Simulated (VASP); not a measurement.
Wanted: the native input for a VASP 6.6.1 run.

| Quantity | Value |
| --- | --- |
| Task | relaxation of cell and atoms |
| Functional | PBE |
| Potentials or basis | VASP PAW PBE potentials, release 64 (Al, B, P) |
| Cutoff | 520 eV |
| k mesh | 12 × 12 × 4 |
| Occupations | gaussian, width 0.1 eV |
| Spin | no spin polarisation |
| Further INCAR settings | ALGO = Normal; EDIFF = 1e-06; IBRION = 2; EDIFFG = -0.01; NSW = 90; ISIF = 3 |

The structure of Al4B3P lies in POSCAR:

```
Al4B3P
1.0
    3.0959070500      0.0000000000      0.0000000000
   -1.5479535300      2.6811341600      0.0000000000
    0.0000000000      0.0000000000     11.7720000000
Al B P
4 3 1
Direct
    0.0000000000      0.0000000000      0.2769283000
    0.6666666700      0.3333333300      0.4898912700
    0.0000000000      0.0000000000      0.9858987400
    0.3333333300      0.6666666700      0.7971457700
    0.3333333300      0.6666666700      0.3846415200
    0.3333333300      0.6666666700      0.1145090000
    0.6666666700      0.3333333300      0.1196907900
    0.0000000000      0.0000000000      0.6505266700
```

The cell was built by a generator and needn't be a form met in nature.

One way to write it, as run:

INCAR

```
SYSTEM = Al4B3P
ALGO = Normal
EDIFF = 1E-6
EDIFFG = -0.01
ENCUT = 520
GGA = PE
IBRION = 2
ISIF = 3
ISMEAR = 0
KPAR = 8
LASPH = .True.
LCHARG = .False.
LREAL = .False.
LWAVE = .False.
NELM = 120
NSW = 90
PREC = Accurate
SIGMA = 0.1
```

KPOINTS

```
k-points
0
Gamma
  12 12 4
  0 0 0
```

Potentials or basis: VASP PAW PBE potentials, release 64 (Al, B, P).

Command:

```bash
$ cat potpaw_PBE.64/Al/POTCAR potpaw_PBE.64/B/POTCAR potpaw_PBE.64/P/POTCAR > POTCAR
$ mpirun -np 8 vasp_std > vasp.out
```

It gave:

```json
{
  "Relaxed volume": "12.14 Å³/atom",
  "Relaxed cell": "a = 3.103 Å, b = 3.103 Å, c = 11.651 Å, α = 90.00°, β = 90.00°, γ = 120.00°",
  "Space group after relaxing (to 0.05 Å)": "P3m1 (No. 156)",
  "Energy gained by relaxing": "3.2 meV/atom",
  "Ionic steps": "11",
  "Pressure after relaxing": "0.0 GPa",
  "Largest force after relaxing": "0.010 eV/Å",
  "Band gap on the k mesh": "none (metal or under the smearing width)"
}
```

Wall time 65 s on 8 MPI ranks on AMD EPYC 9R45 (Zen 5), on a shared host, peak memory 0.29 GiB a rank.
